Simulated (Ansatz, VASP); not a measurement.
# W (Sigma3 (112)[1-10] symmetric tilt boundary in W): VASP beside Ansatz

Wanted: the spread between two codes on one cell, functional and k mesh. Of the first pair: The structure shown is the start of the Ansatz relaxation below; VASP solves that cell, so the two are compared at the walk's first step.

Calculated with Ansatz 0.2.0; plane waves, with VASP 6.6.1 beside it; single point at PBE.

## Step 1: Set-up

The cell holds 64 atoms: 64 W. Cell: a = 5.517 Å, b = 9.009 Å, c = 21.006 Å, α = 90.0°, β = 90.0°, γ = 90.0°. It derives from W. Two grains of W, one the mirror image of the other in the boundary plane, two boundaries a cell; of 6 trial joints (lateral shifts, openings, close atoms taken out) the lowest after a short relaxation with the MACE-MP-0b2 potential was kept (shift [0, 0] of the surface cell, opening 0.00 A, one of each pair under 1.66 A removed), then its atoms and the cell's length along the normal were relaxed with that potential. Lattice constants are starting values near those of PBE. The structure's axis is c.

## Step 2: Ansatz: relaxation, PBE

Ansatz runs on its default PAW (the set named soft_2) files.

The two programs are compared at the cell with which this relaxation starts, whose forces are those of its first step.

The input, input.yaml:

```yaml
crystal:
  lattice:
    - [5.51658, 0.0, 0.0]
    - [0.0, 9.00854, 0.0]
    - [0.0, 0.0, 21.00585]
  atoms:
    - { symbol: W, position: [0.3489, 0.25, 2.0e-05] }
    - { symbol: W, position: [0.17134, 0.0, 0.06372] }
    - { symbol: W, position: [0.00333, 0.25, 0.12378] }
    - { symbol: W, position: [0.33195, 0.0, 0.18816] }
    - { symbol: W, position: [0.16664, 0.25, 0.24999] }
    - { symbol: W, position: [0.00143, 0.0, 0.3118] }
    - { symbol: W, position: [0.33001, 0.25, 0.37622] }
    - { symbol: W, position: [0.16208, 0.0, 0.43626] }
    - { symbol: W, position: [0.98451, 0.25, 0.49999] }
    - { symbol: W, position: [0.17127, 0.0, 0.93628] }
    - { symbol: W, position: [0.00334, 0.25, 0.87626] }
    - { symbol: W, position: [0.33188, 0.0, 0.81186] }
    - { symbol: W, position: [0.16662, 0.25, 0.75004] }
    - { symbol: W, position: [0.00138, 0.0, 0.68821] }
    - { symbol: W, position: [0.32997, 0.25, 0.62381] }
    - { symbol: W, position: [0.16203, 0.0, 0.56375] }
    - { symbol: W, position: [0.3489, 0.75, 2.0e-05] }
    - { symbol: W, position: [0.17134, 0.5, 0.06372] }
    - { symbol: W, position: [0.00333, 0.75, 0.12378] }
    - { symbol: W, position: [0.33195, 0.5, 0.18816] }
    - { symbol: W, position: [0.16664, 0.75, 0.24999] }
    - { symbol: W, position: [0.00143, 0.5, 0.3118] }
    - { symbol: W, position: [0.33001, 0.75, 0.37622] }
    - { symbol: W, position: [0.16208, 0.5, 0.43626] }
    - { symbol: W, position: [0.98451, 0.75, 0.49999] }
    - { symbol: W, position: [0.17127, 0.5, 0.93628] }
    - { symbol: W, position: [0.00334, 0.75, 0.87626] }
    - { symbol: W, position: [0.33188, 0.5, 0.81186] }
    - { symbol: W, position: [0.16662, 0.75, 0.75004] }
    - { symbol: W, position: [0.00138, 0.5, 0.68821] }
    - { symbol: W, position: [0.32997, 0.75, 0.62381] }
    - { symbol: W, position: [0.16203, 0.5, 0.56375] }
    - { symbol: W, position: [0.8489, 0.25, 2.0e-05] }
    - { symbol: W, position: [0.67134, 0.0, 0.06372] }
    - { symbol: W, position: [0.50333, 0.25, 0.12378] }
    - { symbol: W, position: [0.83195, 0.0, 0.18816] }
    - { symbol: W, position: [0.66664, 0.25, 0.24999] }
    - { symbol: W, position: [0.50143, 0.0, 0.3118] }
    - { symbol: W, position: [0.83001, 0.25, 0.37622] }
    - { symbol: W, position: [0.66208, 0.0, 0.43626] }
    - { symbol: W, position: [0.4845, 0.25, 0.49999] }
    - { symbol: W, position: [0.67127, 0.0, 0.93628] }
    - { symbol: W, position: [0.50334, 0.25, 0.87626] }
    - { symbol: W, position: [0.83188, 0.0, 0.81186] }
    - { symbol: W, position: [0.66662, 0.25, 0.75004] }
    - { symbol: W, position: [0.50138, 0.0, 0.68821] }
    - { symbol: W, position: [0.82997, 0.25, 0.62381] }
    - { symbol: W, position: [0.66203, 0.0, 0.56375] }
    - { symbol: W, position: [0.8489, 0.75, 2.0e-05] }
    - { symbol: W, position: [0.67134, 0.5, 0.06372] }
    - { symbol: W, position: [0.50333, 0.75, 0.12378] }
    - { symbol: W, position: [0.83195, 0.5, 0.18816] }
    - { symbol: W, position: [0.66664, 0.75, 0.24999] }
    - { symbol: W, position: [0.50143, 0.5, 0.3118] }
    - { symbol: W, position: [0.83001, 0.75, 0.37622] }
    - { symbol: W, position: [0.66208, 0.5, 0.43626] }
    - { symbol: W, position: [0.48451, 0.75, 0.49999] }
    - { symbol: W, position: [0.67127, 0.5, 0.93628] }
    - { symbol: W, position: [0.50334, 0.75, 0.87626] }
    - { symbol: W, position: [0.83188, 0.5, 0.81186] }
    - { symbol: W, position: [0.66662, 0.75, 0.75004] }
    - { symbol: W, position: [0.50138, 0.5, 0.68821] }
    - { symbol: W, position: [0.82997, 0.75, 0.62381] }
    - { symbol: W, position: [0.66203, 0.5, 0.56375] }
kpoints:
  mp_grid: { grid: [4, 3, 1] }
hamiltonian:
  xc: pbe
scf:
  occupations: { method: fermi_dirac, width: 0.1 }
output:
  forces: true
relax:
  f_tol: 0.05
  max_steps: 120
```

Launch:

```bash
> ansatz run input.yaml --threads 6 --pin off --max-ram 102400MiB --backend cuda --events-out ev --progress --plain --runs-dir out
```

Numbers of over 12 decimals in the logs are rounded to 6 here.

The program printed:

```text
Warning: the atoms were moved onto the symmetric positions of the space group found under crystal.symmetry.tolerance 1.0e-5 (fractional; no operation is sought that the atoms, as they stand in a round, miss by more than twice it, and no atom is moved by as much as it), and the run uses the moved positions. Before a round's move an operation carried an atom to 5.52e-5 Å from where it should land, the largest such dist [...]
Engine: ansatz 0.2.0, x86_64-unknown-linux-gnu
Pseudopotentials: kind: paw
Pseudopotential: W, paw, valence charge 14, recommended cutoff 420 eV (normal), W.paw.azcp
Functional definition: PBE
  parameter kappa = 0.804
  parameter beta = 0.066725
  exchange = pbe_x(kappa = kappa, mu = beta*pi^2/3)
  correlation = pbe_c(beta = beta)
device memory: the entry about to start is reckoned to put 26.2 GiB on a device that reports 70.5 GiB free
GPU FFT provider: cuFFT
GPU libraries: cuBLAS 13.8.2, cuFFT 12.4.0, cuSOLVER 12.3.4
Crystal: 64 atoms, lattice volume = 1043.914 Å³
Basis set: ecut = 420 eV, 20375 PW (Γ), exchange–correlation on 80×128×288 points (8 copies of the dense FFT grid, shifted against one another)
Bands: 538, of which v1, the nominal top of the filled ones, is band 448 counted from 1 (447 counted from 0)
Symmetry: 8 space group operations
Space group: Pm (ITA 6), of the structure as read, at distance tolerance 1.0e-4 Å
k-points: 6 of 12 (time reversal used)
Non-local potential: W, projectors of the file, l = 0: 3, l = 1: 2, l = 2: 2, l = 3: 1
PAW form: soft (Blöchl's): semilocal exchange-correlation on the pseudo side does not see the compensation charge
PAW one-centre angular grid: W, 590 points (default); XC on 64 Gauss nodes
Initial density: superposition of atomic densities (neutral atoms: chi_scale 0, normalization atom), corrected by the library's trained network
Initial wavefunctions: pseudopotential atomic-orbital guess
GPU buffer pool allocated for 368640 grid points (all kernels)
GPU transforms: local potential and band sums: pruned to the plane-wave sphere, on 40×64×144
Functional: x = pbe(κ = 0.804, μ = 0.219515), c = pbe(β = 0.066725)
[...]
E_ewald      = -102751.766290
  E_smearing   = -1.150337  (= −TS)
  E_closure    = 0.000000  (closes the sum)
  Σ components = -664624.444296   (vs F -664624.444296, Δ=0.00e0)
--- Forces (eV/Å), atoms counted from 1 ---
  atom   1  W      0.00254241    -0.00000000    -0.00000873
  atom   2  W     -0.00524443     0.00000000    -0.00285880
  atom   3  W      0.00357158    -0.00000000     0.00146595
  atom   4  W     -0.00186504    -0.00000000     0.00174133
  atom   5  W     -0.00001477     0.00000000     0.00000309
  atom   6  W      0.00188890    -0.00000000    -0.00183279
  atom   7  W     -0.00366243    -0.00000000    -0.00142562
  atom   8  W      0.00528035     0.00000000     0.00291371
  atom   9  W     -0.00264263    -0.00000000    -0.00005525
  atom  10  W     -0.00515721    -0.00000000     0.00289209
  atom  11  W      0.00359354     0.00000000    -0.00148204
  atom  12  W     -0.00186275    -0.00000000    -0.00176349
  atom  13  W     -0.00003480    -0.00000000    -0.00001088
  atom  14  W      0.00190860     0.00000000     0.00182246
  atom  15  W     -0.00366745    -0.00000000     0.00143216
  atom  16  W      0.00536620    -0.00000000    -0.00283318
  atom  17  W      0.00254241    -0.00000000    -0.00000873
  atom  18  W     -0.00524443     0.00000000    -0.00285880
  atom  19  W      0.00357158    -0.00000000     0.00146595
  atom  20  W     -0.00186504     0.00000000     0.00174133
  atom  21  W     -0.00001477     0.00000000     0.00000309
  atom  22  W      0.00188890    -0.00000000    -0.00183279
  atom  23  W     -0.00366243     0.00000000    -0.00142562
  atom  24  W      0.00528035     0.00000000     0.00291371
[...]
atom  57  W     -0.00264263     0.00000000    -0.00005525
  atom  58  W     -0.00515721    -0.00000000     0.00289209
  atom  59  W      0.00359354     0.00000000    -0.00148204
  atom  60  W     -0.00186275     0.00000000    -0.00176349
  atom  61  W     -0.00003480    -0.00000000    -0.00001088
  atom  62  W      0.00190860    -0.00000000     0.00182246
  atom  63  W     -0.00366745     0.00000000     0.00143216
  atom  64  W      0.00536620     0.00000000    -0.00283318
  max |Σ_I F_I| component: 2.65e-7 eV/Å
--- Relaxed structure (5 steps of the walk, 4 accepted, 0 SCFs on fresh bases) ---
  F+E_penalty+E_count = -664624.44429617 eV   max|allowed force component| = 5.366e-3 eV/Å
  atoms:
    - { symbol: W, position: [0.339799, 0.250000, 9.946258508570111e-6] }
    - { symbol: W, position: [0.166026, 0.0, 0.065686] }
    - { symbol: W, position: [0.000203452, 0.250000, 0.126074] }
    - { symbol: W, position: [0.331967, 0.0, 0.188327] }
    - { symbol: W, position: [0.166683, 0.250000, 0.250009] }
    - { symbol: W, position: [0.00140009, 0.0, 0.311692] }
    - { symbol: W, position: [0.333162, 0.250000, 0.373945] }
    - { symbol: W, position: [0.167343, 0.0, 0.434332] }
    - { symbol: W, position: [0.993538, 0.250000, 0.500010] }
    - { symbol: W, position: [0.165990, 0.0, 0.934332] }
    - { symbol: W, position: [0.00017359, 0.250000, 0.873945] }
    - { symbol: W, position: [0.331934, 0.0, 0.811692] }
    - { symbol: W, position: [0.166653, 0.250000, 0.750009] }
    - { symbol: W, position: [0.00136738, 0.0, 0.688326] }
    - { symbol: W, position: [0.333132, 0.250000, 0.626074] }
    - { symbol: W, position: [0.167306, 0.0, 0.565686] }
    - { symbol: W, position: [0.339799, 0.750000, 9.946258508570111e-6] }
    - { symbol: W, position: [0.166026, 0.500000, 0.065686] }
    - { symbol: W, position: [0.000203452, 0.750000, 0.126074] }
    - { symbol: W, position: [0.331967, 0.500000, 0.188327] }
    - { symbol: W, position: [0.166683, 0.750000, 0.250009] }
    - { symbol: W, position: [0.00140009, 0.500000, 0.311692] }
    - { symbol: W, position: [0.333162, 0.750000, 0.373945] }
    - { symbol: W, position: [0.167343, 0.500000, 0.434332] }
[...]
- { symbol: W, position: [0.493538, 0.750000, 0.500010] }
    - { symbol: W, position: [0.665990, 0.500000, 0.934332] }
    - { symbol: W, position: [0.500174, 0.750000, 0.873945] }
    - { symbol: W, position: [0.831934, 0.500000, 0.811692] }
    - { symbol: W, position: [0.666653, 0.750000, 0.750009] }
    - { symbol: W, position: [0.501367, 0.500000, 0.688326] }
    - { symbol: W, position: [0.833132, 0.750000, 0.626074] }
    - { symbol: W, position: [0.667306, 0.500000, 0.565686] }
```

## Step 3: VASP: single point, PBE, start cell, pair 1

The same cell, functional, mesh and smearing now go to VASP, with its own data sets.

Lines of VASP's logs that name or quote its potential files are left out, and so is its time.

The input, INCAR:

```
SYSTEM = W
PREC = Accurate
ENCUT = 520
EDIFF = 1E-06
NELM = 120
ISMEAR = -1
SIGMA = 0.1
LREAL = Auto
ALGO = Normal
GGA = PE
NBANDS = 240
LASPH = .TRUE.
LORBIT = 11
LWAVE = .FALSE.
LCHARG = .FALSE.
ISIF = 2
GGA_COMPAT = .FALSE.
KPAR = 4
SYMPREC = 1E-04
```

The input, POSCAR:

```
W
1.0
    5.5165800000      0.0000000000      0.0000000000
    0.0000000000      9.0085400000      0.0000000000
    0.0000000000      0.0000000000     21.0058500000
W
64
Direct
    0.3488936986      0.2499961148      0.0000190423
    0.1713380391      0.0000000000      0.0637203446
    0.0033353998      0.2499961148      0.1237798042
    0.3319447919      0.0000000000      0.1881618692
    0.1666431013      0.2499961148      0.2499922641
    0.0014320467      0.0000000000      0.3117988560
    0.3300051844      0.2499961148      0.3762190057
    0.1620750537      0.0000000000      0.4362594230
    0.9845048925      0.2499961148      0.4999892887
    0.1712655305      0.0000000000      0.9362820357
    0.0033353998      0.2499961148      0.8762606607
    0.3318722832      0.0000000000      0.8118595534
    0.1666249742      0.2499961148      0.7500386797
    0.0013776651      0.0000000000      0.6882082848
    0.3299689300      0.2499961148      0.6238119381
    0.1620387994      0.0000000000      0.5637477179
    0.3488936986      0.7499994450      0.0000190423
    0.1713380391      0.5000033302      0.0637203446
    0.0033353998      0.7499994450      0.1237798042
    0.3319447919      0.5000033302      0.1881618692
    0.1666431013      0.7499994450      0.2499922641
    0.0014320467      0.5000033302      0.3117988560
    0.3300051844      0.7499994450      0.3762190057
    0.1620750537      0.5000033302      0.4362594230
    0.9845048925      0.7499994450      0.4999892887
    0.1712655305      0.5000033302      0.9362820357
    0.0033353998      0.7499994450      0.8762606607
    0.3318722832      0.5000033302      0.8118595534
    0.1666249742      0.7499994450      0.7500386797
    0.0013776651      0.5000033302      0.6882082848
    0.3299689300      0.7499994450      0.6238119381
    0.1620387994      0.5000033302      0.5637477179
    0.8488955113      0.2499961148      0.0000190423
    0.6713398519      0.0000000000      0.0637203446
    0.5033372125      0.2499961148      0.1237798042
    0.8319466046      0.0000000000      0.1881618692
    0.6666449141      0.2499961148      0.2499922641
    0.5014338594      0.0000000000      0.3117988560
    0.8300069971      0.2499961148      0.3762190057
    0.6620768665      0.0000000000      0.4362594230
    0.4845030798      0.2499961148      0.4999892887
    0.6712673432      0.0000000000      0.9362820357
    0.5033372125      0.2499961148      0.8762606607
    0.8318740959      0.0000000000      0.8118595534
    0.6666267869      0.2499961148      0.7500386797
    0.5013794779      0.0000000000      0.6882082848
    0.8299707427      0.2499961148      0.6238119381
    0.6620224849      0.0000000000      0.5637477179
    0.8488955113      0.7499994450      0.0000190423
    0.6713398519      0.5000033302      0.0637203446
    0.5033372125      0.7499994450      0.1237798042
    0.8319466046      0.5000033302      0.1881618692
    0.6666449141      0.7499994450      0.2499922641
    0.5014338594      0.5000033302      0.3117988560
    0.8300069971      0.7499994450      0.3762190057
    0.6620768665      0.5000033302      0.4362594230
    0.4845030798      0.7499994450      0.4999892887
    0.6712673432      0.5000033302      0.9362820357
    0.5033372125      0.7499994450      0.8762606607
    0.8318740959      0.5000033302      0.8118595534
    0.6666267869      0.7499994450      0.7500386797
    0.5013794779      0.5000033302      0.6882082848
    0.8299707427      0.7499994450      0.6238119381
    0.6620224849      0.5000033302      0.5637477179
```

The input, KPOINTS:

```
Automatic mesh
0
Gamma
4 3 1
0 0 0
```

PAW data sets: W (PBE family, release 64).

Launch:

```bash
> mpirun -np 8 vasp_std
```

The program printed:

```text
[banner, memory and clock lines left out]
running    8 mpi-ranks, on    1 nodes
[...]
|                                                                             |
|           W    W    AA    RRRRR   N    N  II  N    N   GGGG   !!!           |
|           W    W   A  A   R    R  NN   N  II  NN   N  G    G  !!!           |
|           W    W  A    A  R    R  N N  N  II  N N  N  G       !!!           |
|           W WW W  AAAAAA  RRRRR   N  N N  II  N  N N  G  GGG   !            |
|           WW  WW  A    A  R   R   N   NN  II  N   NN  G    G                |
|           W    W  A    A  R    R  N    N  II  N    N   GGGG   !!!           |
|                                                                             |
|     For optimal performance we recommend to set                             |
|       NCORE = 2 up to number-of-cores-per-socket                            |
|     NCORE specifies how many cores store one orbital (NPAR=cpu/NCORE).      |
|     This setting can greatly improve the performance of VASP for DFT.       |
[...]
|     Unfortunately you need to use the default for GW and RPA                |
|     calculations (for HF NCORE is supported but not extensively tested      |
|     yet).                                                                   |
|                                                                             |

 LDA part: xc-table for (Slater+PW92), standard interpolation
 POSCAR, INCAR and KPOINTS ok, starting setup
[...]
WARNING: random wavefunctions but no delay for mixing, default for NELMDL
 entering main loop
       N       E                     dE             d eps       ncg     rms          rms(c)
DAV:   1     0.152586151311E+04    0.15259E+04   -0.16796E+05  2880   0.144E+03
DAV:   2    -0.581639038137E+03   -0.21075E+04   -0.19865E+04  3200   0.362E+02
DAV:   3    -0.857008148002E+03   -0.27537E+03   -0.26253E+03  4384   0.823E+01
DAV:   4    -0.871326269211E+03   -0.14318E+02   -0.13854E+02  4008   0.197E+01
[...]
DAV:  27    -0.828465304014E+03    0.14390E-04   -0.53280E-08  1960   0.432E-04    0.140E-04
DAV:  28    -0.828465301719E+03    0.22950E-05   -0.27480E-08  1920   0.327E-04    0.240E-04
DAV:  29    -0.828465301244E+03    0.47516E-06   -0.17305E-08  1920   0.229E-04
   1 F= -.82846530E+03 E0= -.82788479E+03  d E =-.116102E+01
```

OUTCAR, selected parts (step 3):

```text
  Total      -37.4240488    -32.5229083    -28.5410158      0.0000000      0.0000000      0.0000000
  in kB      -57.4376630    -49.9154930    -43.8041661      0.0000000      0.0000000      0.0000000
  external PRESSURE =     -50.3857740 kB  Pullay stress =       0.0000000 kB

 POSITION                                       TOTAL-FORCE (eV/Angst)
 -----------------------------------------------------------------------------------
      1.92470      2.25210      0.00040        -0.197255      0.000000      0.003119
      0.94520      0.00000      1.33850        -0.024097      0.000000      0.762643
      0.01840      2.25210      2.60010        -0.002797      0.000000      0.638160
      1.83120      0.00000      3.95250         0.103165      0.000000     -0.183862
      0.91930      2.25210      5.25130         0.000675     -0.000000      0.000867
      0.00790      0.00000      6.54960        -0.103456      0.000000      0.186476
      1.82050      2.25210      7.90280         0.005299      0.000000     -0.647049
      0.89410      0.00000      9.16400         0.023111     -0.000000     -0.760354
      5.43110      2.25210     10.50270         0.197255      0.000000      0.003119
      0.94480      0.00000     19.66740        -0.023111      0.000000     -0.760354
      0.01840      2.25210     18.40660        -0.005299      0.000000     -0.647049
      1.83080      0.00000     17.05380         0.103456      0.000000      0.186476
      0.91920      2.25210     15.75520        -0.000675     -0.000000      0.000867
      0.00760      0.00000     14.45640        -0.103165      0.000000     -0.183862
[...]
-----------------------------------------------------------------------------------
    total drift:                               -0.005918      0.001201     -0.004524

  FREE ENERGIE OF THE ION-ELECTRON SYSTEM (eV)
  ---------------------------------------------------
  free  energy   TOTEN  =      -828.4653012439 eV

  energy  without entropy=     -827.3042842955  energy(sigma->0) =     -827.88479277

[... 1 further part left out ...]
```

The run ends at a pressure of -5.04 GPa, with forces up to 0.76 eV/Å.

## Step 4: Differences

Known differences besides the potentials themselves: the data sets hold 896 valence electrons in Ansatz (on its default PAW (the set named soft_2) files) and 384 in VASP; the cutoff is 420 eV in Ansatz and 520 eV in VASP (PREC = Accurate, projectors in real space). Total energies have different zeros and are not compared.

Forces on 10 of the 64 atoms, those with the largest forces and the largest differences (eV/Å; atoms numbered as in POSCAR):

| atom | Ansatz x, y, z | VASP x, y, z |
| --- | --- | --- |
| W2 | -0.026, 0.000, 0.792 | -0.024, 0.000, 0.763 |
| W3 | -0.003, 0.000, 0.677 | -0.003, 0.000, 0.638 |
| W18 | -0.026, 0.000, 0.792 | -0.024, 0.000, 0.763 |
| W19 | -0.003, 0.000, 0.677 | -0.003, 0.000, 0.638 |
| W26 | -0.025, 0.000, -0.785 | -0.023, 0.000, -0.760 |
| W34 | -0.026, 0.000, 0.792 | -0.024, 0.000, 0.763 |
| W42 | -0.025, 0.000, -0.785 | -0.023, 0.000, -0.760 |
| W50 | -0.026, 0.000, 0.792 | -0.024, 0.000, 0.763 |
| W51 | -0.003, 0.000, 0.677 | -0.003, 0.000, 0.638 |
| W58 | -0.025, 0.000, -0.785 | -0.023, 0.000, -0.760 |

The forces differ by 15 meV/Å r.m.s., which is 4.9 % of the r.m.s. force of 0.297 eV/Å (both taken over all components).

(Part 1 of 2 ends here.)

[Lines on the potential files, build, host, timing and source positions are cut from VASP's logs without a mark.]

[Logs are printed without paths, hosts, clocks, repeated set-up lines and the standing remarks that a program may print on its own settings, such as how far it seeks lower states.]

[Hosts, paths, dates, database ids (printed as entryN), source tags and the programs' standing remarks are cut or masked in the printed files.]
